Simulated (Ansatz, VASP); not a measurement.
# CoSn2 (CoSn2 (I4/mcm)) in two plane-wave programs, part 2 of 2

One calculation is typed for both programs; each brings its own data sets. How far apart do they land? The cell is taken from a series of runs on this material, whose earlier steps may have relaxed, scaled, displaced or heated it; both programs get it as it stands.

VASP 6.6.1 and Ansatz 0.2.0.

So far: The starting structure; VASP: relaxation of cell and atoms, r2SCAN.

## 3. Ansatz: relaxation of cell and atoms, r2SCAN

Level of this step: Ansatz beside VASP: Kohn-Sham DFT, plane waves, r2SCAN (Ansatz).

Ansatz runs on its PAW soft_1 files.

The same cell, functional, mesh and smearing now go to Ansatz.

Input file input.yaml:

```yaml
crystal:
  lattice:
    - [-3.1522301, 3.1522301, 2.7252615]
    - [3.1522301, -3.1522301, 2.7252615]
    - [3.1522301, 3.1522301, -2.7252615]
  atoms:
    - { symbol: Co, position: [0.25, 0.25, 0.0] }
    - { symbol: Co, position: [0.75, 0.75, 0.0] }
    - { symbol: Sn, position: [0.16662916, 0.33337084, 0.5] }
    - { symbol: Sn, position: [0.33337084, 0.83337084, 0.16674168] }
    - { symbol: Sn, position: [0.83337084, 0.66662916, 0.5] }
    - { symbol: Sn, position: [0.66662916, 0.16662916, 0.83325832] }
basis:
  ecutwfc: 500
  xc_grid: 2
hamiltonian:
  xc: r2scan
  pseudopotentials: { kind: paw, azcp: { folder: soft_1 } }
kpoints:
  mp_grid: { grid: [9, 9, 9] }
scf:
  occupations: { method: fermi_dirac, width: 0.05 }
  max_iter: 150
output:
  forces: true
  stress: true
relax:
  f_tol: 0.01
  max_steps: 60
  cell: {}
checkpoint:
  write: "../r2scan.run"
  compress: false
  write_wavefunctions: false
  write_every: 100000
```

Started as:

```bash
> ansatz run input.yaml --threads 4 --pin off --max-ram 6594MiB --backend cpu --events-out ev --progress --plain --runs-dir out
```

Numbers of over 12 decimals in the logs are rounded to 6 here.

What it wrote:

```text
Engine: ansatz 0.2.0, aarch64-unknown-linux-gnu
Pseudopotentials: kind: paw
Pseudopotential: Co, paw, valence charge 17, recommended cutoff 500 eV (meta_gga), soft_1/Co.paw.azcp
Pseudopotential: Sn, paw, valence charge 14, recommended cutoff 500 eV (meta_gga), soft_1/Sn.paw.azcp
Functional definition: r2SCAN
  parameter k0 = 0.174
  parameter k1 = 0.065
  parameter a1 = 4.9479
  exchange = r2scan_x(k0 = k0, k1 = k1, a1 = a1)
  correlation = r2scan_c
Crystal: 6 atoms, lattice volume = 108.319 Å³
Basis set: ecut = 500 eV, 2757 PW (Γ), exchange–correlation on 80×80×80 points (8 copies of the dense FFT grid, shifted against one another)
Bands: 54, of which v1, the nominal top of the filled ones, is band 45 counted from 1 (44 counted from 0)
Symmetry: 16 space group operations
Space group: I4/mcm (ITA 140), of the structure as read, at distance tolerance 4.8e-5 Å
k-points: 75 of 729
Non-local potential: Co, projectors of the file, l = 0: 3, l = 1: 2, l = 2: 3, l = 3: 1
Non-local potential: Sn, projectors of the file, l = 0: 2, l = 1: 2, l = 2: 2, l = 3: 1
PAW form: soft (Blöchl's): semilocal exchange-correlation on the pseudo side does not see the compensation charge
PAW frozen core: Co, regenerated for the run's functional (the file was generated under x = pbe(κ = 0.804, μ = 0.219515), c = pbe(β = 0.066725))
PAW frozen core: Sn, regenerated for the run's functional (the file was generated under x = pbe(κ = 0.804, μ = 0.219515), c = pbe(β = 0.066725))
PAW one-centre angular grid: Co, 590 points (default); XC on 160 Gauss nodes
PAW one-centre angular grid: Sn, 590 points (default); XC on 160 Gauss nodes
Initial density: superposition of atomic densities (chi_scale 0.1, normalization cell, long waves kept (reshape's long-wave potential 0.00 eV rms))
Initial wavefunctions: pseudopotential atomic-orbital guess
Functional: x = r2scan, c = r2scan; τ floored in thin density (d = 2e-4 eV/Å³)
SCF iter   1: F=—  HF=-34425.037236 eV  |F-HF|=—  |Δ(HF+E_count)|=         —  Δρ=2.59e-1  dr2=7.65e1  dr2_τ=6.26e-1  ethr=3.10e-3  ⟨swp⟩=6.0  Hψ=15147  notcnv=0  defer=31
preconditioner: auto → Kerker (q_TF=auto, 2.645 Å⁻¹)  [metal: Δε(μ)=0.016 eV  Ē_g=16.568 eV  σ=0.050 eV  W_gap=0.08  n_scr=34 (ndim 8)  ℏωp=30.7 eV  f_vac=0.000  D(μ)=1.55/eV (n_scr^D=12)]
SCF iter   2: F=—  HF=-34427.509220 eV  |F-HF|=—  |Δ(HF+E_count)|=    2.47e0  Δρ=3.72e-1  dr2=1.05e2  dr2_τ=1.12e0  ethr=3.10e-3  ⟨swp⟩=4.0  Hψ=10269  notcnv=0  defer=176
SCF iter   3: F=—  HF=-34418.222574 eV  |F-HF|=—  |Δ(HF+E_count)|=    9.29e0  Δρ=7.83e-2  dr2=3.49e0  dr2_τ=3.57e-1  ethr=3.10e-3  ⟨swp⟩=3.9  Hψ=9647  notcnv=0  defer=109
SCF iter   4: F=—  HF=-34417.074896 eV  |F-HF|=—  |Δ(HF+E_count)|=    1.15e0  Δρ=5.38e-2  dr2=1.82e0  dr2_τ=1.03e-1  ethr=3.10e-3  ⟨swp⟩=2.7  Hψ=8568  notcnv=0  defer=154
SCF iter   5: F=—  HF=-34417.204807 eV  |F-HF|=—  |Δ(HF+E_count)|=   1.30e-1  Δρ=2.32e-2  dr2=3.81e-1  dr2_τ=3.76e-3  ethr=2.02e-3  ⟨swp⟩=2.1  Hψ=4916  notcnv=0  defer=154
SCF iter   6: F=—  HF=-34417.207224 eV  |F-HF|=—  |Δ(HF+E_count)|=   2.42e-3  Δρ=1.24e-2  dr2=1.38e-1  dr2_τ=1.36e-3  ethr=4.24e-4  ⟨swp⟩=2.8  Hψ=5773  notcnv=0  defer=154
SCF iter   7: F=—  HF=-34417.217376 eV  |F-HF|=—  |Δ(HF+E_count)|=   1.02e-2  Δρ=5.37e-3  dr2=2.54e-2  dr2_τ=1.51e-4  ethr=1.53e-4  ⟨swp⟩=2.0  Hψ=5078  notcnv=0  defer=158
SCF iter   8: F=—  HF=-34417.217846 eV  |F-HF|=—  |Δ(HF+E_count)|=   4.70e-4  Δρ=9.35e-4  dr2=9.70e-4  dr2_τ=9.73e-6  ethr=2.83e-5  ⟨swp⟩=2.0  Hψ=4883  notcnv=0  defer=158
SCF iter   9: F=—  HF=-34417.217981 eV  |F-HF|=—  |Δ(HF+E_count)|=   1.35e-4  Δρ=1.58e-4  dr2=2.43e-5  dr2_τ=1.98e-7  ethr=1.08e-6  ⟨swp⟩=2.0  Hψ=5108  notcnv=0  defer=158
SCF iter  10: F=—  HF=-34417.218004 eV  |F-HF|=—  |Δ(HF+E_count)|=   2.30e-5  Δρ=1.28e-4  dr2=1.57e-5  dr2_τ=1.64e-7  ethr=2.70e-8  ⟨swp⟩=2.5  Hψ=7377  notcnv=0  defer=158
SCF iter  11: F=—  HF=-34417.218005 eV  |F-HF|=—  |Δ(HF+E_count)|=   8.95e-7  Δρ=9.33e-5  dr2=7.32e-6  dr2_τ=5.97e-8  ethr=1.74e-8  ⟨swp⟩=2.0  Hψ=4819  notcnv=0  defer=158
SCF iter  12: F=—  HF=-34417.218004 eV  |F-HF|=—  |Δ(HF+E_count)|=   3.29e-7  Δρ=1.43e-5  dr2=1.41e-7  dr2_τ=3.48e-9  ethr=8.14e-9  ⟨swp⟩=1.7  Hψ=4007  notcnv=0  defer=158
SCF iter  13: F=-34417.218004 eV  HF=-34417.218004 eV  |F-HF|=3.21e-8  |Δ(HF+E_count)|=   2.76e-8  Δρ=8.74e-6  dr2=6.43e-8  dr2_τ=6.11e-10  ethr=1.11e-10  ⟨swp⟩=4.9  Hψ=14719  notcnv=0
SCF 1 converged in 13 iterations: F = -34417.218004 eV  dr2 = 6.43e-8
  greatest PAW one-centre occupation: 1.001 electrons in one spin orbital (limit 2), on the Co atom at site 1 (counted from 0), in its partial waves of l = 1
relax step   1: F+E_penalty+E_count = -34417.21800433 eV  Δ(F+E_penalty+E_count) = +0.000e0 eV  max|allowed force component| = 2.904e-2 eV/Å  Δτ_max = 0.0000 Å  P = -0.187 GPa  Ω = 108.319 Å³  (13 SCF iters, dr2 threshold 1.00e-7 eV, accepted)
[...]
relax step   2: F+E_penalty+E_count = -34417.21529500 eV  Δ(F+E_penalty+E_count) = +2.709e-3 eV  max|allowed force component| = 8.492e-2 eV/Å  Δτ_max = 0.0154 Å  P = -0.041 GPa  Ω = 108.257 Å³  energy of the carried Pulay correction = +1.159e-5 eV  (8 SCF iters, dr2 threshold 6.00e-7 eV, rejected (line search))
[...]
relax step   3: F+E_penalty+E_count = -34417.21918582 eV  Δ(F+E_penalty+E_count) = -1.181e-3 eV  max|allowed force component| = 2.974e-3 eV/Å  Δτ_max = 0.0030 Å  P = +0.015 GPa  Ω = 108.133 Å³  energy of the carried Pulay correction = +3.503e-5 eV  (12 SCF iters, accepted)
[...]
relax step   4: F+E_penalty+E_count = -34417.21921239 eV  Δ(F+E_penalty+E_count) = -2.658e-5 eV  max|allowed force component| = 2.341e-5 eV/Å  Δτ_max = 0.0003 Å  P = -0.012 GPa  Ω = 108.157 Å³  energy of the carried Pulay correction = +3.048e-5 eV  (6 SCF iters, dr2 threshold 1.57e-8 eV, accepted)
[...]
relax step   5: F+E_penalty+E_count = -34417.21919005 eV  Δ(F+E_penalty+E_count) = +2.234e-5 eV  max|allowed force component| = 3.083e-5 eV/Å  Δτ_max = 0.0000 Å  P = -0.012 GPa  Ω = 108.157 Å³  stress off target by 1.39e-2 GPa  SCF on the basis re-selected at this cell (its energy is not comparable with the rows above)  (6 SCF iters)
basis re-selected at this cell: Δ(F+E_penalty+E_count) = +2.234e-5 eV, ΔP = -0.000 GPa vs the last step (what re-selecting the basis moved, of the pressure what is left beyond the Pulay correction that the steps carried, after the strain that the cell walked since its last selection, with what the two solves' SCF thresholds leave and, on support functions, any second-order correction that the steps lacked; it is no m [...]
SCF converged after 6 iterations
Free energy (F): -34417.219190 eV
Harris-Foulkes:  -34417.219190 eV  (|F-HF|=2.91e-11)
Internal energy: -34417.195532 eV  (E = F + TS)
E sigma→0 (E₀):  -34417.207361 eV
Entropy (-TS):   -0.023658 eV (-3.943 meV/atom)
Fermi energy:    15.261109 eV
--- Per-component energies (eV) ---
  E_band       = -747.879817
  E_kinetic    = 1266.618782
  E_local      = -10136.285100  (includes V_loc(G=0)·N_el)
  E_nonlocal   = 1468.032473
  E_hartree    = 4873.887186
  E_xc         = -634.675385
  E_vxc        = -598.840799  (∫ρ·V_xc dr)
  E_paw        = -20767.494375  (= ΣΔE_a)
  E_vpaw       = -2536.231374  (= ΣTr[D̂ρ^β])
  E_aug_tail   = 0.000233  (compensation charges beyond the density's cutoff)
  E_vtau       = 41.050816  (kinetic-family band-sum trace: ∫τ·v_τ [+ j·A + Jᵃ·Aᵃ] dr)
  E_ewald      = -10489.630220
  E_core_change = 2.350874  (= ΣΔE_core)
  E_smearing   = -0.023658  (= −TS)
  E_closure    = 0.000000  (closes the sum)
  Σ components = -34417.219190   (vs F -34417.219190, Δ=0.00e0)
--- Forces (eV/Å), atoms counted from 1 ---
  atom   1  Co    -0.00000000     0.00000000     0.00000000
  atom   2  Co     0.00000000    -0.00000000     0.00000000
  atom   3  Sn     0.00003083    -0.00003083     0.00000000
  atom   4  Sn     0.00003083     0.00003083     0.00000000
  atom   5  Sn    -0.00003083     0.00003083     0.00000000
  atom   6  Sn    -0.00003083    -0.00003083     0.00000000
  max |Σ_I F_I| component: 1.04e-17 eV/Å
--- Stress (GPa, compression-positive) ---
       -0.013934      -0.000000       0.000000
       -0.000000      -0.013934       0.000000
        0.000000       0.000000      -0.007967
  P = ⅓ Tr σ = -0.0119 GPa (-0.119 kbar)
--- Relaxed structure (4 steps of the walk, 3 accepted, 1 SCFs on fresh bases) ---
  F+E_penalty+E_count = -34417.21919005 eV   max|allowed force component| = 3.083e-5 eV/Å   (the final SCF, on the basis selected at the relaxed cell)
  cell:  # Å, volume = 108.1572 Å³
    - [-3.155708, 3.155708, 2.715199]
    - [3.155708, -3.155708, 2.715199]
    - [3.155708, 3.155708, -2.715199]
  atoms:
    - { symbol: Co, position: [0.250000, 0.250000, 0] }
    - { symbol: Co, position: [0.750000, 0.750000, 0] }
    - { symbol: Sn, position: [0.166994, 0.333006, 0.5] }
    - { symbol: Sn, position: [0.333006, 0.833006, 0.166013] }
    - { symbol: Sn, position: [0.833006, 0.666994, 0.5] }
    - { symbol: Sn, position: [0.666994, 0.166994, 0.833987] }
```

Reading the cycles: dr2 is the Hartree energy of the density residual (eV), the measure of convergence; HF is the Harris–Foulkes estimate of the energy, which meets the free energy F at convergence.

## 4. Differences

Known differences besides the potentials themselves: VASP keeps PBE cores, Ansatz makes them for the functional; the data sets hold 90 valence electrons in Ansatz (on its PAW soft_1 files) and 74 in VASP; the cutoff is 500 eV in Ansatz and 660 eV in VASP; Ansatz adds a Pulay correction to the stress that steers its cell, VASP none. Total energies have different zeros and are not compared.

The two programs side by side:

```
                                         quantity  Ansatz    VASP  difference
                                      volume (Å³)  108.16  108.33     -0.16 %
edge a after relaxation, in the typed setting (Å)   5.224   5.227     -0.05 %
```

## 5. Outcome

| Property | Result |
| --- | --- |
| difference in volume (relaxation of cell and atoms, r2SCAN) | -0.16 % |

What this shows: The difference in volume is -0.16 % (relaxation of cell and atoms, r2SCAN), within the 1.2 % picked in this series as the mark of a large difference, as far as the stopping tolerances let one tell. The data sets hold unlike numbers of valence electrons (90 in Ansatz and 74 in VASP), so part of the differences comes from the potentials. Such differences can come from data sets, numerical settings and the points named under the comparisons, not from the functional's error against experiment.

[Lines on the potential files, build, host, timing and source positions are cut from VASP's logs without a mark.]

[Logs are printed without paths, hosts, clocks, repeated set-up lines and the standing remarks that a program may print on its own settings, such as how far it seeks lower states.]

[Hosts, paths, dates, database ids (printed as entryN), source tags and the programs' standing remarks are cut or masked in the printed files.]
